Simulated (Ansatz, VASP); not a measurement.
# Cross-check of SiO2 between VASP and Ansatz

Aim: how closely do two programs agree when they are given the same cell, functional and k mesh? The cell is taken from a series of runs on this material, whose earlier steps may have relaxed, scaled, displaced or heated it; both programs get it as it stands.

Program: Ansatz 0.2.0. Level of theory: plane waves, with VASP 6.6.1 beside it; zone-centre phonons at PBE. Results are calculated unless marked as measured.

### 1. Set-up

It takes space group P4_2/mnm (No. 136, tetragonal). The conventional cell has a = 4.272 Å, b = 4.272 Å, c = 2.698 Å, α = 90.00°, β = 90.00°, γ = 90.00°. Nearest to O lie 3 Si at 1.78 to 1.86 Å. Nearest to Si lie 6 O at 1.78 to 1.86 Å. Farther neighbours and most contacts between anions are not listed.

### 2. Ansatz: zone-centre phonons, PBE

Ansatz runs on its PAW soft_1 files.

Second derivatives magnify differences that forces hide, and they need a tight electronic threshold.

Contents of input.yaml:

```yaml
crystal:
  lattice:
    - [4.271945827, 0.0, 0.0]
    - [0.0, 4.271945827, 0.0]
    - [0.0, 0.0, 2.6975061784]
  atoms:
    - { symbol: O, position: [0.6919794394, 0.6919794394, 0.0] }
    - { symbol: O, position: [0.1919794394, 0.8080205606, 0.5] }
    - { symbol: O, position: [0.3080205606, 0.3080205606, 0.0] }
    - { symbol: O, position: [0.8080205606, 0.1919794394, 0.5] }
    - { symbol: Si, position: [0.5, 0.5, 0.5] }
    - { symbol: Si, position: [0.0, 0.0, 0.0] }
kpoints:
  mp_grid: { grid: [8, 8, 8] }
hamiltonian:
  xc: pbe
  pseudopotentials: { kind: paw, azcp: { folder: soft_1 } }
scf:
  occupations: { method: fixed }
output:
  eigenvalues: true
phonons:
  method: dfpt
  dielectric: true
  rigid_motions: translations
```

Run with:

```sh
$ ansatz run input.yaml --threads 4 --pin off --max-ram 16384MiB --backend cpu --events-out ev --progress --plain --runs-dir out
```

Numbers of over 12 decimals in the logs are rounded to 6 here.

The program printed:

```text
Engine: ansatz 0.2.0, x86_64-unknown-linux-gnu
Pseudopotentials: kind: paw
Pseudopotential: O, paw, valence charge 6, recommended cutoff 420 eV (normal), soft_1/O.paw.azcp
Pseudopotential: Si, paw, valence charge 4, recommended cutoff 420 eV (normal), soft_1/Si.paw.azcp
Functional definition: PBE
  parameter kappa = 0.804
  parameter beta = 0.066725
  exchange = pbe_x(kappa = kappa, mu = beta*pi^2/3)
  correlation = pbe_c(beta = beta)
Crystal: 6 atoms, lattice volume = 49.228 Å³
Basis set: ecut = 420 eV, 961 PW (Γ), exchange–correlation on 60×60×40 points (8 copies of the dense FFT grid, shifted against one another)
Bands: 22, of which v1, the nominal top of the filled ones, is band 16 counted from 1 (15 counted from 0)
Symmetry: 16 space group operations
k-points: 260 of 512 (irreducible under 1 space group operation, time reversal used)
Non-local potential: O, projectors of the file, l = 0: 2, l = 1: 2, l = 2: 1
Non-local potential: Si, projectors of the file, l = 0: 2, l = 1: 2, l = 2: 1
PAW form: soft (Blöchl's): semilocal exchange-correlation on the pseudo side does not see the compensation charge
PAW one-centre angular grid: O, 110 points (default); XC on 64 Gauss nodes
PAW one-centre angular grid: Si, 110 points (default); XC on 64 Gauss nodes
Initial density: superposition of atomic densities (chi_scale 0.1, normalization cell, long waves kept (reshape's long-wave potential 0.00 eV rms))
Initial wavefunctions: pseudopotential atomic-orbital guess
Functional: x = pbe(κ = 0.804, μ = 0.219515), c = pbe(β = 0.066725)
SCF iter   1: F=—  HF=-3549.114480 eV  |F-HF|=—  |Δ(HF+E_count)|=         —  Δρ=1.40e-1  dr2=7.97e0  ethr=3.10e-3  ⟨swp⟩=4.3  Hψ=25504  notcnv=0  defer=1028
preconditioner: auto → none  [insulator: Δε(μ)=5.936 eV  Ē_g=18.898 eV  n_scr=10 (ndim 8)  ℏωp=29.9 eV  f_vac=0.000  ε∞_Penn≈3.5]
SCF iter   2: F=—  HF=-3547.174173 eV  |F-HF|=—  |Δ(HF+E_count)|=    1.94e0  Δρ=6.65e-2  dr2=8.36e-1  ethr=3.10e-3  ⟨swp⟩=3.2  Hψ=14021  notcnv=0  defer=999
SCF iter   3: F=—  HF=-3546.997866 eV  |F-HF|=—  |Δ(HF+E_count)|=   1.76e-1  Δρ=2.33e-2  dr2=9.68e-2  ethr=2.61e-3  ⟨swp⟩=2.5  Hψ=10811  notcnv=0  defer=1032
SCF iter   4: F=—  HF=-3547.028751 eV  |F-HF|=—  |Δ(HF+E_count)|=   3.09e-2  Δρ=1.65e-3  dr2=5.55e-4  ethr=3.03e-4  ⟨swp⟩=2.2  Hψ=6551  notcnv=0  defer=1040
SCF iter   5: F=—  HF=-3547.029228 eV  |F-HF|=—  |Δ(HF+E_count)|=   4.77e-4  Δρ=2.15e-4  dr2=6.83e-6  ethr=1.73e-6  ⟨swp⟩=2.2  Hψ=9582  notcnv=0  defer=1040
SCF iter   6: F=—  HF=-3547.029242 eV  |F-HF|=—  |Δ(HF+E_count)|=   1.37e-5  Δρ=2.79e-5  dr2=1.88e-7  ethr=2.13e-8  ⟨swp⟩=2.0  Hψ=9306  notcnv=0  defer=523
SCF iter   7: F=—  HF=-3547.029242 eV  |F-HF|=—  |Δ(HF+E_count)|=   5.95e-7  Δρ=4.18e-6  dr2=2.79e-9  ethr=5.86e-10  ⟨swp⟩=2.0  Hψ=9162  notcnv=0  defer=471
SCF iter   8: F=-3547.029242 eV  HF=-3547.029242 eV  |F-HF|=6.55e-11  |Δ(HF+E_count)|=   4.48e-9  Δρ=4.43e-7  dr2=7.41e-11  ethr=1.00e-12  ⟨swp⟩=14.0  Hψ=42330  notcnv=0
SCF 1 converged in 8 iterations: F = -3547.029242 eV  dr2 = 7.41e-11
  greatest PAW one-centre occupation: 0.858 electrons in one spin orbital (limit 2), on the O atom at site 3 (counted from 0), in its partial waves of l = 0
DFPT response loops at Γ: preconditioner auto → none (the input reference at scf.mixing.eps_inf says where Resta's filter doesn't serve); β = 0.50; Broyden in place of MSR1
── the response to a field inside a basis, on 8×8×8 k-points: an SCF that follows is theirs, and a resumed run solves both again ──
Bands: 17, of which v1, the nominal top of the filled ones, is band 16 counted from 1 (15 counted from 0)
k-points: 40 of 512
Initial density: handed on by an earlier stage of this run
Initial wavefunctions: pseudopotential atomic-orbital guess (no wavefunctions were taken with the density)
Eigensolver: Dense (40 Hₖ)
SCF iter   1: F=—  HF=-3547.025024 eV  |F-HF|=—  |Δ(HF+E_count)|=         —  Δρ=4.03e-4  dr2=1.40e-5  ethr=1.00e-1
preconditioner: auto → none  [insulator: Δε(μ)=5.214 eV  Ē_g=15.412 eV  n_scr=10 (ndim 8)  ℏωp=29.9 eV  f_vac=0.000  ε∞_Penn≈4.8]
SCF iter   2: F=—  HF=-3547.025028 eV  |F-HF|=—  |Δ(HF+E_count)|=   4.07e-6  Δρ=1.67e-4  dr2=3.43e-6  ethr=4.37e-8
SCF iter   3: F=—  HF=-3547.025030 eV  |F-HF|=—  |Δ(HF+E_count)|=   2.10e-6  Δρ=7.14e-5  dr2=6.27e-7  ethr=1.07e-8
SCF iter   4: F=-3547.025030 eV  HF=-3547.025030 eV  |F-HF|=3.76e-9  |Δ(HF+E_count)|=   1.30e-7  Δρ=5.16e-6  dr2=4.50e-9  ethr=1.96e-9
SCF 1 converged in 4 iterations: F = -3547.025030 eV  dr2 = 4.50e-9
  greatest PAW one-centre occupation: 0.858 electrons in one spin orbital (limit 2), on the O atom at site 1 (counted from 0), in its partial waves of l = 0
DFPT response loops at Γ: mixed as the last ones told, above
SCF converged after 8 iterations
Free energy (F): -3547.029242 eV
Harris-Foulkes:  -3547.029242 eV  (|F-HF|=6.55e-11)
Internal energy: -3547.029242 eV  (E = F + TS)
E sigma→0 (E₀):  -3547.029242 eV
Fermi energy:    9.627709 eV
--- Per-component energies (eV) ---
  E_band       = 44.190416
  E_kinetic    = 780.791656
  E_local      = -1245.325028  (includes V_loc(G=0)·N_el)
  E_nonlocal   = 248.470317
  E_hartree    = 454.410373
  E_xc         = -403.626895
  E_vxc        = -467.684378  (∫ρ·V_xc dr)
  E_paw        = -1677.207848  (= ΣΔE_a)
  E_vpaw       = -180.886045  (= ΣTr[D̂ρ^β])
  E_aug_tail   = 0.003237  (compensation charges beyond the density's cutoff)
  E_ewald      = -1704.545055
  E_smearing   = -0.000000  (= −TS)
  E_closure    = 0.000000  (closes the sum)
  Σ components = -3547.029242   (vs F -3547.029242, Δ=0.00e0)
--- Band table (eV; the first three rows and the last of 260) ---
  k-point 0: bands = [... 12 lower, 7.1331, 8.7980, 8.7980, 9.6277, 14.4060, 16.2408, 17.8848, 17.8848, ... 2 higher]
  k-point 1: bands = [... 12 lower, 6.3904, 8.6625, 8.6625, 9.4673, 15.1654, 17.2524, 18.7291, 18.7291, ... 2 higher]
  k-point 2: bands = [... 12 lower, 5.2858, 8.2259, 8.2259, 8.9490, 16.4030, 19.0046, 19.5723, 20.4503, ... 2 higher]
  k-point 259: bands = [... 12 lower, 7.9023, 7.9023, 8.2140, 8.2140, 16.3108, 16.3108, 20.0999, 20.0999, ... 2 higher]
--- Phonons (Γ-DFPT): 4 representative perturbations + reference, on 260 of 512 k-points (Σ response iterations 12) ---
  k mesh reduced under 1 symmetry operation, with k and −k counted as one. Each operation leaves every solved perturbation unchanged. A smaller set is not considered because the run solves the response to a homogeneous field
  ASR residual: 2.585e-4 → 0.000e0 eV/Å²; symmetrization residual: 1.663e-6 eV/Å²
  ASR residual per site (eV/Å²): 8.56e-5 8.56e-5 8.56e-5 8.56e-5 2.59e-4 2.59e-4
  Γ frequencies (cm⁻¹): 0.00 0.00 0.00 226.25 363.92 397.78 397.78 510.08 510.08 546.41 546.41 560.11 618.11 703.47 706.73 787.25 787.25 882.38
  ε∞ (high-frequency dielectric tensor):
        3.455008     0.000000     0.000000
        0.000000     3.455008     0.000000
        0.000000     0.000000     3.622976
  ε⁰ (static dielectric tensor: ions relaxed, cell fixed):
       14.576369    -0.000000     0.000000
       -0.000000    14.576369    -0.000000
        0.000000    -0.000000     9.550086
  ε⁰ − ε∞ (ionic part):
       11.121361    -0.000000     0.000000
       -0.000000    11.121361    -0.000000
        0.000000    -0.000000     5.927110
  softest optical mode at Γ: 226.25 cm⁻¹; the repairs (sum rule, projections) moved no ω² at Γ by more than (1.82 cm⁻¹)²
  Born effective charges Z* (e; rows j = field, columns β = displacement):
    site 0:
        -1.92786   -0.61665   -0.00000
        -0.61665   -1.92786   -0.00000
        -0.00000   -0.00000   -2.05806
    site 1:
        -1.92786    0.61665   -0.00000
         0.61665   -1.92786   -0.00000
        -0.00000   -0.00000   -2.05806
    site 2:
        -1.92786   -0.61665   -0.00000
        -0.61665   -1.92786   -0.00000
        -0.00000   -0.00000   -2.05806
    site 3:
        -1.92786    0.61665   -0.00000
         0.61665   -1.92786   -0.00000
        -0.00000   -0.00000   -2.05806
    site 4:
         3.85572   -0.43588    0.00000
        -0.43588    3.85572    0.00000
         0.00000    0.00000    4.11612
    site 5:
[...]
Z* charge neutrality: 2.199e-3 e pre-enforcement
  solved inside a basis spanned on kpoints, on 8×8×8 k-points, its susceptibility summed on 8×8×12: ε∞ is read to err by 8.7e-3, Z* by 1.5e-2 e (field_mesh: kpoints solves on kpoints); Z* is corrected for what the basis lacks
  optical modes at Γ without the LO–TO term, one row a degenerate level:
      ω (cm⁻¹)  modes    IR ((D/Å)²/amu)
[...]
optical modes at Γ + LO–TO along q̂ = [1.0000, 0.0000, 0.0000]:
      ω (cm⁻¹)  modes    IR ((D/Å)²/amu)
[...]
optical modes at Γ + LO–TO along q̂ = [0.0000, 1.0000, 0.0000]:
      ω (cm⁻¹)  modes    IR ((D/Å)²/amu)
[...]
optical modes at Γ + LO–TO along q̂ = [0.0000, 0.0000, 1.0000]:
      ω (cm⁻¹)  modes    IR ((D/Å)²/amu)
[...]
510.08      2             0.0012
        546.41      2             0.0000
        560.11      1             0.0000
        703.47      1             0.0000
        706.73      1             0.0000
        787.25      2            20.8200
        882.38      1             0.0000
       1003.54      1            52.2664
```

(Continued in part 2 of 3.)

[Lines on the potential files, build, host, timing and source positions are cut from VASP's logs without a mark.]

[Logs are printed without paths, hosts, clocks, repeated set-up lines and the standing remarks that a program may print on its own settings, such as how far it seeks lower states.]

[Hosts, paths, dates, database ids (printed as entryN), source tags and the programs' standing remarks are cut or masked in the printed files.]
